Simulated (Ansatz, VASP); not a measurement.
# Si2MoN4 (MoSi2N4 bilayer, AB) in two plane-wave programs, part 2 of 2

One calculation is typed for both programs; each brings its own data sets. How far apart do they land? The structure shown is the start of the Ansatz relaxation below; VASP solves that cell, so the two are compared at the walk's first step.

VASP 6.6.1 and Ansatz 0.2.0.

So far: Starting point; Ansatz: relaxation, PBE with D3(BJ).

## (3) VASP: single point, PBE with D3(BJ), start cell

Level of this step: PBE with D3(BJ), no spin polarisation; plane waves and PAW (N, Si, Mo_sv) (VASP).

The same cell, functional, mesh and smearing now go to VASP, with its own data sets.

Lines of VASP's logs that name or quote its potential files are left out, and so is its time.

INCAR reads:

```
SYSTEM = Si2MoN4
PREC = Accurate
ENCUT = 520
EDIFF = 1E-06
NELM = 120
ISMEAR = -1
SIGMA = 0.05
LREAL = .FALSE.
ALGO = Normal
GGA = PE
IVDW = 12
NBANDS = 56
LASPH = .TRUE.
LORBIT = 11
LWAVE = .FALSE.
LCHARG = .FALSE.
ISIF = 2
LDIPOL = .TRUE.
IDIPOL = 3
DIPOL = 0.5 0.5 0.5
LVHAR = .TRUE.
GGA_COMPAT = .FALSE.
EFERMI = MIDGAP
NELMDL = -8
KPAR = 4
```

POSCAR reads:

```
Si2MoN4
1.0
    2.9200000000      0.0000000000      0.0000000000
   -1.4600000000      2.5287940000      0.0000000000
    0.0000000000      0.0000000000     64.8235810000
N Si Mo
8 4 2
Direct
    0.0000000000      0.0000000000      0.3694643158
    0.3333333992      0.6666667985      0.4037023502
    0.3333333992      0.6666667985      0.4410795818
    0.0000000000      0.0000000000      0.4753176317
    0.3333333992      0.6666667985      0.5246823837
    0.6666666008      0.3333332015      0.5589204182
    0.6666666008      0.3333332015      0.5962976498
    0.3333333992      0.6666667985      0.6305356842
    0.3333333992      0.6666667985      0.3767060015
    0.3333333992      0.6666667985      0.4680759306
    0.6666666008      0.3333332015      0.5319240694
    0.6666666008      0.3333332015      0.6232939985
    0.0000000000      0.0000000000      0.4223909660
    0.3333333992      0.6666667985      0.5776090340
```

KPOINTS reads:

```
Automatic mesh
0
Gamma
12 12 1
0 0 0
```

PAW data sets: N, Si and Mo_sv (PBE family, release 64).

On the command line:

```sh
$ mpirun -np 4 vasp_std
```

Numbers of over 12 decimals in the logs are rounded to 6 here.

Output:

```text
[banner, memory and clock lines left out]
running    4 mpi-ranks, on    1 nodes
 distrk:  each k-point on    1 cores,    4 groups
 distr:  one band on    1 cores,    1 groups

 POSCAR found type information on POSCAR N SiMo
 POSCAR found :  3 types and      14 ions
 LDA part: xc-table for (Slater+PW92), standard interpolation
|                                                                             |
|           W    W    AA    RRRRR   N    N  II  N    N   GGGG   !!!           |
|           W    W   A  A   R    R  NN   N  II  NN   N  G    G  !!!           |
|           W    W  A    A  R    R  N N  N  II  N N  N  G       !!!           |
|           W WW W  AAAAAA  RRRRR   N  N N  II  N  N N  G  GGG   !            |
|           WW  WW  A    A  R   R   N   NN  II  N   NN  G    G                |
|           W    W  A    A  R    R  N    N  II  N    N   GGGG   !!!           |
|                                                                             |
|     One of the lattice vectors is very long (>50 A), but AMIN is rather     |
|     large. This can spoil convergence since charge sloshing might occur     |
|     along the long lattice vector. If problems with convergence are         |
|     observed, try to decrease AMIN to a smaller value (e.g. 0.01).          |
|     Note: This warning only applies if the self-consistency cycle is        |
|     used.                                                                   |
|                                                                             |

 POSCAR, INCAR and KPOINTS ok, starting setup
 FFT: planning ... GRIDC
 FFT: planning ... GRID_SOFT
 FFT: planning ... GRID
 WAVECAR not read
 entering main loop
       N       E                     dE             d eps       ncg     rms          rms(c)
DAV:   1     0.775334476081E+03    0.77533E+03   -0.41106E+04  2504   0.123E+03
DAV:   2    -0.510705066405E+02   -0.82640E+03   -0.80120E+03  2848   0.324E+02
DAV:   3    -0.139687340680E+03   -0.88617E+02   -0.87642E+02  2512   0.105E+02
DAV:   4    -0.142790911413E+03   -0.31036E+01   -0.30841E+01  2728   0.223E+01
DAV:   5    -0.142892660389E+03   -0.10175E+00   -0.10157E+00  2608   0.355E+00
DAV:   6    -0.142897105990E+03   -0.44456E-02   -0.44446E-02  2800   0.769E-01
DAV:   7    -0.142897280038E+03   -0.17405E-03   -0.17403E-03  2704   0.132E-01
DAV:   8    -0.142897286071E+03   -0.60328E-05   -0.60323E-05  2536   0.249E-02    0.571E+01
DAV:   9    -0.124210636724E+03    0.18687E+02   -0.85680E+01  2384   0.410E+01    0.141E+01
DAV:  10    -0.123478346683E+03    0.73229E+00   -0.11820E+01  2480   0.186E+01    0.145E+01
DAV:  11    -0.122930409607E+03    0.54794E+00   -0.10883E+00  2440   0.669E+00    0.368E+00
DAV:  12    -0.122920621087E+03    0.97885E-02   -0.28318E-01  2800   0.243E+00    0.865E-01
DAV:  13    -0.122918977202E+03    0.16439E-02   -0.31045E-02  2536   0.923E-01    0.516E-01
DAV:  14    -0.122917658074E+03    0.13191E-02   -0.81893E-03  2584   0.370E-01    0.195E-01
[...]
DAV:  24    -0.122917933959E+03   -0.30454E-04   -0.40663E-07  1720   0.196E-03    0.136E-03
DAV:  25    -0.122917955768E+03   -0.21809E-04   -0.46837E-07  1792   0.156E-03    0.765E-04
DAV:  26    -0.122917968943E+03   -0.13175E-04   -0.24711E-07  1680   0.114E-03    0.302E-04
DAV:  27    -0.122917973378E+03   -0.44349E-05   -0.71098E-08  1616   0.668E-04    0.197E-04
DAV:  28    -0.122917976692E+03   -0.33138E-05   -0.63462E-08  1560   0.508E-04    0.229E-04
DAV:  29    -0.122917978114E+03   -0.14219E-05   -0.26004E-08  1552   0.335E-04    0.961E-05
DAV:  30    -0.122917979412E+03   -0.12983E-05   -0.23261E-08  1568   0.285E-04    0.787E-05
DAV:  31    -0.122917979663E+03   -0.25128E-06   -0.41633E-09  1480   0.180E-04
   1 F= -.12681506E+03 E0= -.12681506E+03  d E =-.278597E-07
```

OUTCAR, selected parts (step 3):

```text
ion  position               nearest neighbor table
   1  0.000  0.000  0.369-   9 1.75   9 1.75   9 1.75
   2  0.333  0.667  0.404-   9 1.75  13 2.08  13 2.08  13 2.08
   3  0.333  0.667  0.441-  10 1.75  13 2.08  13 2.08  13 2.08
   4  0.000  0.000  0.475-  10 1.75  10 1.75  10 1.75
   5  0.333  0.667  0.525-  11 1.75  11 1.75  11 1.75
   6  0.667  0.333  0.559-  11 1.75  14 2.08  14 2.08  14 2.08
   7  0.667  0.333  0.596-  12 1.75  14 2.08  14 2.08  14 2.08
   8  0.333  0.667  0.631-  12 1.75  12 1.75  12 1.75
   9  0.333  0.667  0.377-   1 1.75   1 1.75   2 1.75   1 1.75
  10  0.333  0.667  0.468-   4 1.75   4 1.75   3 1.75   4 1.75
  11  0.667  0.333  0.532-   5 1.75   6 1.75   5 1.75   5 1.75
  12  0.667  0.333  0.623-   8 1.75   7 1.75   8 1.75   8 1.75
  13  0.000  0.000  0.422-   3 2.08   2 2.08   3 2.08   2 2.08   3 2.08   2 2.08
  14  0.333  0.667  0.578-   6 2.08   7 2.08   6 2.08   7 2.08   6 2.08   7 2.08

  LATTYP: Found a hexagonal cell.
 ALAT       =     2.9200000000
 C/A-ratio  =    22.1998565068

 Subroutine GETGRP returns: Found  6 space group operations
 (whereof  6 operations were pure point group operations)

The static configuration has the point symmetry C_3v.

 Found     19 irreducible k-points:

   k-points           NKPTS =     19   k-points in BZ     NKDIM =     19   number of bands    NBANDS=     56

   dimension x,y,z NGX =    24 NGY =   24 NGZ =  486
   dimension x,y,z NGXF=    48 NGYF=   48 NGZF=  972

   ENCUT  =  520.0 eV  38.22 Ry    6.18 a.u.   5.43  5.43120.53*2*pi/ulx,y,z

   NELECT =      84.0000    total number of electrons

 k-points in reciprocal lattice and weights: Automatic mesh
   0.00000000  0.00000000  0.00000000       0.007
   0.08333333 -0.00000000  0.00000000       0.042
   0.16666667  0.00000000  0.00000000       0.042
   0.25000000  0.00000000  0.00000000       0.042
   0.33333333  0.00000000  0.00000000       0.042
   0.41666667  0.00000000  0.00000000       0.042
   0.50000000  0.00000000  0.00000000       0.021
   0.08333333  0.08333333  0.00000000       0.042
   0.16666667  0.08333333  0.00000000       0.083
[...]
0.33333333  0.25000000  0.00000000       0.083
   0.33333333  0.33333333  0.00000000       0.014

 dipolmoment           0.000000      0.000000     -0.003789 electrons x Angstroem

 average (electrostatic) potential at core
       1 -69.7874       2 -69.3720       3 -69.3723       4 -69.7910       5 -69.8810
       6 -69.4651       7 -69.4649       8 -69.8802       9 -91.1221      10 -91.1320
      11 -91.2184      12 -91.2150      13 -82.7654      14 -82.8584

 E-fermi :   0.0307

 k-point     1 :       0.0000    0.0000    0.0000
  band No.  band energies     occupation
    ...
     38      -3.4331      2.00000
     39      -3.2783      2.00000
     40      -2.9159      2.00000
     41      -0.7933      2.00000
     42      -0.6847      2.00000
     43       2.1185      0.00000
     44       2.1185      0.00000
     45       2.2036      0.00000
     46       2.2036      0.00000
     47       2.2110      0.00000
    ...

 k-point     2 :       0.0833   -0.0000    0.0000
  band No.  band energies     occupation
    ...
     38      -3.5716      2.00000
     39      -3.0512      2.00000
     40      -2.8212      2.00000
     41      -0.8826      2.00000
     42      -0.7852      2.00000
     43       1.9011      0.00000
     44       2.0045      0.00000
     45       2.0852      0.00000
     46       2.0874      0.00000
     47       2.1800      0.00000
    ...

 k-point     3 :       0.1667    0.0000    0.0000
  band No.  band energies     occupation
    ...
     38      -3.7415      2.00000
     39      -3.0447      2.00000
     40      -2.8742      2.00000
     41      -1.2881      2.00000
     42      -1.1954      2.00000
     43       1.8223      0.00000
     44       1.9420      0.00000
     45       2.0124      0.00000
     46       2.1043      0.00000
     47       2.1051      0.00000
    ...

 Edisp (eV)   -3.89708

  Total      -4.55733    -4.55733     6.88846     0.00000     0.00000     0.00000
  in kB     -15.25428   -15.25428    23.05704     0.00000     0.00000     0.00000
  external pressure =       -2.48 kB  Pullay stress =        0.00 kB

  energy-cutoff  :      520.00
  volume of cell :      478.66
      direct lattice vectors                 reciprocal lattice vectors
     2.920000000  0.000000000  0.000000000     0.342465753  0.197722709  0.000000000
    -1.460000000  2.528794000  0.000000000     0.000000000  0.395445418  0.000000000
     0.000000000  0.000000000 64.823581000     0.000000000  0.000000000  0.015426485

 POSITION                                       TOTAL-FORCE (eV/Angst)
 -----------------------------------------------------------------------------------
      0.00000      0.00000     23.95000         0.000000     -0.000000     -0.681854
     -0.00000      1.68586     26.16943        -0.000000     -0.000000     -0.750307
     -0.00000      1.68586     28.59236         0.000000     -0.000000      0.762929
      0.00000      0.00000     30.81179        -0.000000     -0.000000      0.663574
     -0.00000      1.68586     34.01179         0.000000      0.000000     -0.676077
      1.46000      0.84293     36.23122         0.000000      0.000000     -0.762098
      1.46000      0.84293     38.65415        -0.000000     -0.000000      0.750744
     -0.00000      1.68586     40.87358         0.000000     -0.000000      0.681877
     -0.00000      1.68586     24.41943        -0.000000     -0.000000      0.463344
     -0.00000      1.68586     30.34236         0.000000     -0.000000     -0.386356
      1.46000      0.84293     34.48122         0.000000     -0.000000      0.400431
      1.46000      0.84293     40.40415        -0.000000     -0.000000     -0.463330
      0.00000      0.00000     27.38089        -0.000000     -0.000000      0.013183
     -0.00000      1.68586     37.44269        -0.000000     -0.000000     -0.016059
 -----------------------------------------------------------------------------------
    total drift:                                0.000001     -0.001013     -0.000098

  FREE ENERGIE OF THE ION-ELECTRON SYSTEM (eV)
  ---------------------------------------------------
  free  energy   TOTEN  =      -126.8150571595 eV

  energy  without entropy=     -126.8150571317  energy(sigma->0) =     -126.81505715

 vacuum level on the upper side and lower side of the slab         4.122         4.215

 total charge
# of ion       s       p       d       tot
------------------------------------------
    1        1.222   2.688   0.000   3.910
    2        1.245   2.575   0.000   3.820
    3        1.245   2.575   0.000   3.820
    4        1.222   2.690   0.000   3.912
    5        1.222   2.689   0.000   3.911
    6        1.246   2.575   0.000   3.820
    7        1.245   2.575   0.000   3.820
    8        1.222   2.688   0.000   3.910
    9        0.679   0.967   0.000   1.646
   10        0.679   0.967   0.000   1.646
   11        0.679   0.967   0.000   1.646
   12        0.679   0.967   0.000   1.646
   13        2.320   6.296   3.946  12.563
   14        2.320   6.296   3.946  12.563
--------------------------------------------------
tot         17.226  37.516   7.892  62.634

[... 3 further parts left out ...]
```

## (4) Comparison

Known differences besides the potentials themselves: Ansatz cuts the interaction across the vacuum, VASP repeats the sheet with a dipole correction; the cutoff is 420 eV in Ansatz and 520 eV in VASP. Total energies have different zeros and are not compared.

Forces on 7 of the 14 atoms, those with the largest forces and the largest differences (eV/Å; atoms numbered as in POSCAR):

```
atom        Ansatz x, y, z          VASP x, y, z
  N1  0.000, 0.000, -0.697  0.000, 0.000, -0.682
  N2  0.000, 0.000, -0.716  0.000, 0.000, -0.750
  N3   0.000, 0.000, 0.728   0.000, 0.000, 0.763
  N5  0.000, 0.000, -0.692  0.000, 0.000, -0.676
  N6  0.000, 0.000, -0.728  0.000, 0.000, -0.762
  N7   0.000, 0.000, 0.716   0.000, 0.000, 0.751
  N8   0.000, 0.000, 0.697   0.000, 0.000, 0.682
```

The forces differ by 12 meV/Å r.m.s., which is 3.7 % of the r.m.s. force of 0.340 eV/Å (both taken over all components). With vacuum in the cell, a pressure given here is an average over mostly empty space and none of the material.

## (5) Outcome

```json
{
  "r.m.s. force difference (single point, PBE with D3(BJ), start cell)": "3.7 % of the r.m.s. force"
}
```

What this shows: The r.m.s. force difference is 3.7 % of the r.m.s. force (single point, PBE with D3(BJ), start cell), beyond the 3 % picked in this series as the mark of a large difference. What causes the difference of the single point, PBE with D3(BJ), start cell pair stays open here. 1 further run of this series is not shown here. Such differences can come from data sets, numerical settings and the points named under the comparisons, not from the functional's error against experiment.

[Lines on the potential files, build, host, timing and source positions are cut from VASP's logs without a mark.]

[Logs are printed without paths, hosts, clocks, repeated set-up lines and the standing remarks that a program may print on its own settings, such as how far it seeks lower states.]

[Hosts, paths, dates, database ids (printed as entryN), source tags and the programs' standing remarks are cut or masked in the printed files.]
